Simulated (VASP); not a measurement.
Consider the following.

```
Ag
1.0
    0.00000     1.98079     1.98079
    1.98079     0.00000     1.98079
    1.98079     1.98079     0.00000
Ag
1
Direct
  0.00000   0.00000   0.00000
```

Method: LDA (Ceperley-Alder, Perdew-Zunger), VASP's LDA PAW potentials (set 64) (plane waves; VASP). Numerical set-up: 520 eV cut-off, 16×16×16 Γ-centred mesh, first-order Methfessel-Paxton smearing of 0.10 eV, potentials Ag.

**Question.** Give the stress tensor in GPa (positive for a compressed cell).

**Answer.** 
```
4.64  0.00  0.00
0.00  4.64  0.00
0.00  0.00  4.64
```
The pressure is its mean diagonal, 4.64 GPa.

The compound is Ag in the fcc structure. This cell is one point of a volume scan, at 0.97 of the reference volume.
